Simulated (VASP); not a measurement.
# Sn2H3Br (P-3m1) in VASP: settings compared

One crystal, Sn2H3Br, is run at these levels: PBE, r2SCAN; tasks: relaxation of cell and atoms, single point.

Program: VASP 6.6.1. These are calculated values, not measurements. Logs are shortened: lines on timing, memory, paths and dates and some standing lists are left out, and cuts for length are marked.

## (1) Starting point

The structure is trigonal, space group P-3m1 (No. 164). The conventional cell has a = 5.063 Å, b = 5.063 Å, c = 5.953 Å, α = 90.00°, β = 90.00°, γ = 120.00°. Sn (site symmetry 3m) is surrounded by 3 H at 1.96 Å. Around H (site symmetry 2/m) lie 2 Sn at 1.96 Å. Br (site symmetry -3m) is surrounded by 6 Sn at 3.37 Å.

The cell was built by a generator and needn't be a form met in nature.

## (2) Relaxation of cell and atoms, PBE

INCAR reads:

```
SYSTEM = Sn2H3Br
  ALGO = Normal
  EDIFF = 1E-6
  EDIFFG = -0.01
  ENCUT = 520
  GGA = PE
  IBRION = 2
  ISIF = 3
  ISMEAR = 0
  KPAR = 4
  LASPH = .TRUE.
  LCHARG = .FALSE.
  LREAL = .FALSE.
  LWAVE = .FALSE.
  NELM = 120
  NSW = 90
  PREC = Accurate
  SIGMA = 0.03
```

KPOINTS reads:

```
k-points
0
G
  6 6 4
  0 0 0
```

POSCAR reads:

```
Sn2H3Br
1.0
    5.0632607000      0.0000000000      0.0000000000
   -2.5316303500      4.3849123900      0.0000000000
    0.0000000000      0.0000000000      5.9530000000
Sn H Br
2 3 1
Direct
    0.6666666700      0.3333333300      0.7812867500
    0.3333333300      0.6666666700      0.2187132500
    0.5000000000      0.0000000000      0.0000000000
    0.5000000000      0.5000000000      0.0000000000
    0.0000000000      0.5000000000      0.0000000000
    0.0000000000      0.0000000000      0.5000000000
```

Potentials or basis: VASP PAW PBE potentials, release 64 (Sn_d, H, Br).

Command:

```console
$ cat potpaw_PBE.64/Sn_d/POTCAR potpaw_PBE.64/H/POTCAR potpaw_PBE.64/Br/POTCAR > POTCAR
$ mpirun -np 4 vasp_std > vasp.out
```

OUTCAR:

```text
SYSTEM = Sn2H3Br
   EDIFF = 1E-6
   EDIFFG = -0.01
   ENCUT = 520
   GGA = PE
   IBRION = 2
   ISIF = 3
   ISMEAR = 0
   LASPH = .TRUE.
   LREAL = .FALSE.
   NELM = 120
   NSW = 90
   PREC = Accurate

 ion  position               nearest neighbor table
   1  0.667  0.333  0.781-   3 1.96   5 1.96   4 1.96
   2  0.333  0.667  0.219-   3 1.96   5 1.96   4 1.96
   3  0.500  0.000  0.000-   1 1.96   2 1.96
   4  0.500  0.500  0.000-   1 1.96   2 1.96
   5  0.000  0.500  0.000-   1 1.96   2 1.96
   6  0.000  0.000  0.500-

  LATTYP: Found a hexagonal cell.
 ALAT       =     5.0632607000
 C/A-ratio  =     1.1757245682

  Lattice vectors:

 A1 = (   5.0632607000,   0.0000000000,   0.0000000000)
 A2 = (  -2.5316303500,   4.3849123900,   0.0000000000)
 A3 = (   0.0000000000,   0.0000000000,   5.9530000000)

Analysis of symmetry for initial positions (statically):
=====================================================================
 Subroutine PRICEL returns:
 Original cell was already a primitive cell.

 Routine SETGRP: Setting up the symmetry group for a
 hexagonal supercell.

 Subroutine GETGRP returns: Found 12 space group operations
 (whereof 12 operations were pure point group operations)
 out of a pool of 24 trial point group operations.

The static configuration has the point symmetry D_3d.

Analysis of symmetry for dynamics (positions and initial velocities):
=====================================================================
 Subroutine PRICEL returns:
 Original cell was already a primitive cell.

 Routine SETGRP: Setting up the symmetry group for a
 hexagonal supercell.

 Subroutine GETGRP returns: Found 12 space group operations
 (whereof 12 operations were pure point group operations)
 out of a pool of 24 trial point group operations.

The dynamic configuration has the point symmetry D_3d.

 Subroutine INISYM returns: Found 12 space group operations
 (whereof 12 operations are pure point group operations),
 and found     1 'primitive' translations

----------------------------------------------------------------------------------------

                                     Primitive cell

  volume of cell :     132.1682

  direct lattice vectors                    reciprocal lattice vectors
     5.063260700  0.000000000  0.000000000     0.197501187  0.114027364  0.000000000
    -2.531630350  4.384912390  0.000000000     0.000000000  0.228054727  0.000000000
     0.000000000  0.000000000  5.953000000     0.000000000  0.000000000  0.167982530

  length of vectors
     5.063260700  5.063260698  5.953000000     0.228054727  0.228054727  0.167982530

  position of ions in fractional coordinates (direct lattice)
     0.666666670  0.333333330  0.781286750
     0.333333330  0.666666670  0.218713250
     0.500000000  0.000000000  0.000000000
     0.500000000  0.500000000  0.000000000
     1.000000000  0.500000000  0.000000000
     0.000000000  0.000000000  0.500000000

  ion indices of the primitive-cell ions
   primitive index   ion index
                 1           1
                 2           2
                 3           3
                 4           4
                 5           5
                 6           6

----------------------------------------------------------------------------------------

 KPOINTS: k-points

Automatic generation of k-mesh.
 Grid dimensions read from file:
 generate k-points for:    6    6    4

 Generating k-lattice:

  Cartesian coordinates                     Fractional coordinates (reciprocal lattice)
     0.032916865  0.019004561  0.000000000     0.166666667  0.000000000  0.000000000
     0.000000000  0.038009121  0.000000000     0.000000000  0.166666667  0.000000000
     0.000000000  0.000000000  0.041995632     0.000000000  0.000000000  0.250000000

  Length of vectors
     0.038009121  0.038009121  0.041995632

  Shift w.r.t. Gamma in fractional coordinates (k-lattice)
     0.000000000  0.000000000  0.000000000

 Subroutine IBZKPT returns following result:
 ===========================================

 Found     24 irreducible k-points:

 Following reciprocal coordinates:
            Coordinates               Weight
  0.000000  0.000000  0.000000      1.000000
  0.166667  0.000000  0.000000      6.000000
  0.333333  0.000000  0.000000      6.000000
  0.500000 -0.000000  0.000000      3.000000
  0.166667  0.166667  0.000000      6.000000
  0.333333  0.166667  0.000000     12.000000
[... 16 lines left out ...]
  0.333333  0.166667  0.500000     12.000000
  0.333333  0.333333  0.500000      2.000000
   k-points           NKPTS =     24   k-points in BZ     NKDIM =     24   number of bands    NBANDS=     23
   number of dos      NEDOS =    301   number of ions     NIONS =      6
   total plane-waves  NPLWV =  76800
   dimension x,y,z NGX =    40 NGY =   40 NGZ =   48
   dimension x,y,z NGXF=    80 NGYF=   80 NGZF=   96
   ions per type =               2   3   1
   NGX,Y,Z   is equivalent  to a cutoff of  13.13, 13.13, 13.40 a.u.
   NGXF,Y,Z  is equivalent  to a cutoff of  26.27, 26.27, 26.81 a.u.
 SYSTEM =  Sn2H3Br
   PREC   = accura    normal or accurate (medium, high low for compatibility)
   ISTART =      0    job   : 0-new  1-cont  2-samecut
   ICHARG =      2    charge: 1-file 2-atom 10-const
   ISPIN  =      1    spin polarized calculation?
   LNONCOLLINEAR =      F non collinear calculations
   LSORBIT =      F    spin-orbit coupling
   LASPH  =      T    aspherical Exc in radial PAW
   ENCUT  =  520.0 eV  38.22 Ry    6.18 a.u.   9.41  9.41 11.07*2*pi/ulx,y,z
   NELM   =    120;   NELMIN=  2; NELMDL= -5     # of ELM steps
   EDIFF  = 0.1E-05   stopping-criterion for ELM
   LREAL  =      F    real-space projection
   EDIFFG = -.1E-01   stopping-criterion for IOM
   NSW    =     90    number of steps for IOM
   IBRION =      2    ionic relax: 0-MD 1-quasi-New 2-CG
   NFREE  =      1    steps in history (QN), initial steepest desc. (CG)
   ISIF   =      3    stress and relaxation
   ISYM   =      2    0-nonsym 1-usesym 2-fastsym
   POTIM  = 0.5000    time-step for ionic-motion
   TEBEG  =    0.0;   TEEND  =   0.0 temperature during run
   PSTRESS=    0.0 pullay stress
   NELECT =      38.0000    total number of electrons
   NUPDOWN=      -1.0000    fix difference up-down
   EMIN   =  10.00;   EMAX   =-10.00  energy-range for DOS
   EFERMI =   0.00;   METHOD = LEGACY
   ISMEAR =     0;   SIGMA  =   0.03  broadening in eV -4-tet -1-fermi 0-gaus
   EFERMI_NEDOS =   21; number of points for ismear=-14 and -15
   IALGO  =     38    algorithm
   IMIX   =      4    mixing-type and parameters
     AMIX     =   0.40;   BMIX     =  1.00
     AMIX_MAG =   1.60;   BMIX_MAG =  1.00
  volume/ion in A,a.u.               =      22.03       148.65
  Fermi-wavevector in a.u.,A,eV,Ry     =   1.080506  2.041859 15.884696  1.167492
  Thomas-Fermi vector in A             =   2.216498
   LORBIT       =      0    0 simple, 1 ext, 2 COOP (PROOUT), +10 PAW based schemes
   GGA     = PE    functional components
   LHFCALC =     F    Hartree Fock is set to
   AEXX    =    0.0000 exact exchange contribution
   IVDW    =     0    specifies the selected vdW correction
   LEPSILON=     F    determine dielectric tensor
   LRPA    =     F    only Hartree local field effects (RPA)
 conjugate gradient relaxation of ions
 non-spin polarized calculation
 Gauss-broadening in eV      SIGMA  =   0.03
  energy-cutoff  :      520.00
  volume of cell :      132.17
 maximum number of plane-waves:      3599
 NGX is ok and might be reduce to    40
   NGX = 19   NGY = 19   NGZ = 23

--------------------------------------- Ionic step        1  -------------------------------------------

 number of electron      38.0000003 magnetization

 Free energy of the ion-electron system (eV)
  ---------------------------------------------------
  ext. energy  EPLUGINS =         0.00000000
  ---------------------------------------------------
  free energy    TOTEN  =       -19.34486984 eV

  energy without entropy =      -19.34486984  energy(sigma->0) =      -19.34486984

------------------------ aborting loop because EDIFF is reached ----------------------------------------

  FORCE on cell =-STRESS in cart. coord.  units (eV):
  Direction    XX          YY          ZZ          XY          YZ          ZX
  --------------------------------------------------------------------------------------
  -------------------------------------------------------------------------------------
  Total        0.5575660      0.5575660     -0.2081229     -0.0000000      0.0000000      0.0000000
  in kB        6.7589585      6.7589585     -2.5229189     -0.0000000      0.0000000      0.0000000
  external PRESSURE =       3.6649993 kB  Pullay stress =       0.0000000 kB
[... 101 lines left out ...]
  FREE ENERGIE OF THE ION-ELECTRON SYSTEM (eV)
  ---------------------------------------------------
  free  energy   TOTEN  =       -19.3547469610 eV

  energy  without entropy=      -19.3547469610  energy(sigma->0) =      -19.35474696

[... ionic steps 4 to 10 ...]

--------------------------------------- Ionic step       11  -------------------------------------------

 number of electron      38.0000000 magnetization

------------------------ aborting loop because EDIFF is reached ----------------------------------------

  FORCE on cell =-STRESS in cart. coord.  units (eV):
  Direction    XX          YY          ZZ          XY          YZ          ZX
  --------------------------------------------------------------------------------------
  -------------------------------------------------------------------------------------
  Total        0.0045779      0.0045779      0.0630871     -0.0000000      0.0000000     -0.0000000
  in kB        0.0568497      0.0568497      0.7834346     -0.0000000      0.0000000     -0.0000000
  external PRESSURE =       0.2990447 kB  Pullay stress =       0.0000000 kB
[... 65 lines left out ...]
  energy  without entropy=      -19.3762201727  energy(sigma->0) =      -19.37622017

--------------------------------------- Ionic step       13  -------------------------------------------

 number of electron      38.0000000 magnetization

 Free energy of the ion-electron system (eV)
  ---------------------------------------------------
  ext. energy  EPLUGINS =         0.00000000
  ---------------------------------------------------
  free energy    TOTEN  =       -19.37644428 eV

  energy without entropy =      -19.37644428  energy(sigma->0) =      -19.37644428

 E-fermi :   2.3868     XC(G=0):  -8.1234

 val. band max:        2.2091645834   @ k =   0.5000  -0.0000   0.0000
 cond. band min:       3.0159295784   @ k =   0.0000   0.0000   0.5000
 fundamental gap:      0.8067649949
 Fermi energy:         2.3867976026

 k-point     1 :       0.0000    0.0000    0.0000
  band No.  band energies     occupation
      1     -18.7440      2.00000
      2     -18.7440      2.00000
      3     -18.7107      2.00000
      4     -18.7107      2.00000
      5     -18.6902      2.00000
      6     -18.6902      2.00000
[... 646 lines left out ...]
  FREE ENERGIE OF THE ION-ELECTRON SYSTEM (eV)
  ---------------------------------------------------
  free  energy   TOTEN  =       -19.3764442789 eV

  energy  without entropy=      -19.3764442789  energy(sigma->0) =      -19.37644428

 reached required accuracy - stopping structural energy minimisation
```

Run time: 2.1 min. Hardware: 4 MPI ranks of Intel Xeon 6975P-C (Granite Rapids), shared host; peak memory 0.31 GiB.

Results:

| Item | Value |
| --- | --- |
| Free energy | -19.3764 eV |
| Relaxed volume | 21.48 Å³/atom |
| Relaxed cell | a = 5.260 Å, b = 5.260 Å, c = 5.378 Å, α = 90.00°, β = 90.00°, γ = 120.00° |
| Space group after relaxing (to 0.05 Å) | P-3m1 (No. 164) |
| Energy gained by relaxing | 5.3 meV/atom |
| Ionic steps | 13 |
| Pressure after relaxing | 0.0 GPa |
| Band gap on the k mesh | 0.81 eV, indirect (least direct gap 0.84 eV) |

Step by step:
```csv
step,energy change (eV),largest force (eV/Å),pressure (GPa),volume (Å³)
1,0.0000,0.0153,0.37,132.17
2,-0.0046,0.0211,0.17,133.13
3,-0.0099,0.0458,-0.32,135.70
4,-0.0135,0.0763,-0.14,135.24
5,-0.0141,0.1468,-0.04,134.98
6,-0.0177,0.1239,-0.05,134.46
7,-0.0258,0.0703,-0.10,132.87
8,-0.0305,0.0038,-0.21,129.42
9,-0.0308,0.0124,-0.19,130.15
10,-0.0308,0.0629,0.25,127.90
11,-0.0314,0.0386,0.03,129.02
12,-0.0314,0.0456,-0.04,128.70
13,-0.0316,0.0014,0.00,128.87
```

Final structure:
```
Sn H Br
1.0
     5.26025    0.00000    0.00000
    -2.63012    4.55551    0.00000
     0.00000    0.00000    5.37802
Sn H Br
2 3 1
Direct
  0.66667 0.33333 0.76782
  0.33333 0.66667 0.23218
  0.50000 0.00000 0.00000
  0.50000 0.50000 0.00000
  0.00000 0.50000 0.00000
  0.00000 0.00000 0.50000
```

Caveat: spin-orbit coupling is left out, which moves the levels of the heavy elements. A k mesh can miss the band edges.

## (3) Relaxation of cell and atoms, PBE

This run uses another cell than the first one, of 21.48 Å³/atom, 0.975 times its volume.

Changes to INCAR since step 2:

```diff
@@ -2,4 +2,4 @@
   ALGO = Normal
-  EDIFF = 1E-6
-  EDIFFG = -0.01
+  EDIFF = 1E-7
+  EDIFFG = -0.005
   ENCUT = 520
@@ -15,3 +15,4 @@
   NELM = 120
-  NSW = 90
+  NSW = 60
+  POTIM = 0.3
   PREC = Accurate
```

KPOINTS is that of step 2.

POSCAR reads:

```
Sn2H3Br                                 
1.0
    5.2602456416     -0.0000000000     -0.0000000000
   -2.6301228208      4.5555063533      0.0000000000
   -0.0000000000      0.0000000000      5.3780210557
  Sn              H               Br            
     2     3     1
Direct
     0.6666666699999979    0.3333333300000021    0.7678199977821034
     0.3333333300000021    0.6666666699999979    0.2321800022178964
     0.5000000000000000    0.0000000000000000    0.0000000000000000
     0.5000000000000000    0.5000000000000000    0.0000000000000000
     0.0000000000000000    0.5000000000000000    0.0000000000000000
     0.0000000000000000    0.0000000000000000    0.5000000000000000
```

Potentials or basis: VASP PAW PBE potentials, release 64 (Sn_d, H, Br).

Command:

```console
$ cat potpaw_PBE.64/Sn_d/POTCAR potpaw_PBE.64/H/POTCAR potpaw_PBE.64/Br/POTCAR > POTCAR
$ mpirun -np 4 vasp_std > vasp.out
```

Run time: 15 s. Hardware: 4 MPI ranks of Intel Xeon 6975P-C (Granite Rapids), shared host; peak memory 0.28 GiB.

Results (log left out):

```
Free energy             : -19.3768 eV
Pressure after relaxing : 0.0 GPa
Band gap on the k mesh  : 0.81 eV, indirect (least direct gap 0.84 eV)
```

Final structure:
```cif
data_structure
_symmetry_space_group_name_H-M 'P 1'
_symmetry_Int_Tables_number 1
_cell_length_a 5.2602
_cell_length_b 5.2602
_cell_length_c 5.3780
_cell_angle_alpha 90.000
_cell_angle_beta 90.000
_cell_angle_gamma 120.000
_cell_volume 128.87
loop_
_atom_site_label
_atom_site_type_symbol
_atom_site_fract_x
_atom_site_fract_y
_atom_site_fract_z
_atom_site_occupancy
Sn1 Sn 0.66667 0.33333 0.76782 1
Sn2 Sn 0.33333 0.66667 0.23218 1
H1 H 0.50000 0.00000 0.00000 1
H2 H 0.50000 0.50000 0.00000 1
H3 H 0.00000 0.50000 0.00000 1
Br1 Br 0.00000 0.00000 0.50000 1
```

Levels at points of the mesh, in eV from the valence-band top:
```
           k point  band 17  band 18  band 19  band 20  band 21  band 22
(0.00, 0.00, 0.00)    -2.58    -1.71    -1.67     3.12     3.14     3.14
(0.50, 0.00, 0.00)    -1.95    -1.82     0.00     1.38     2.64     3.02
(0.00, 0.00, 0.50)    -2.23    -2.13    -0.04     0.81     1.39     1.39
(0.50, 0.00, 0.50)    -2.28    -1.99    -0.25     3.08     3.08     3.10
```

Caveat: the relaxation stopped at its first step, so nothing moved; spin-orbit coupling is left out, which moves the levels of the heavy elements. A k mesh can miss the band edges.

(Continued in part 2 of 2.)
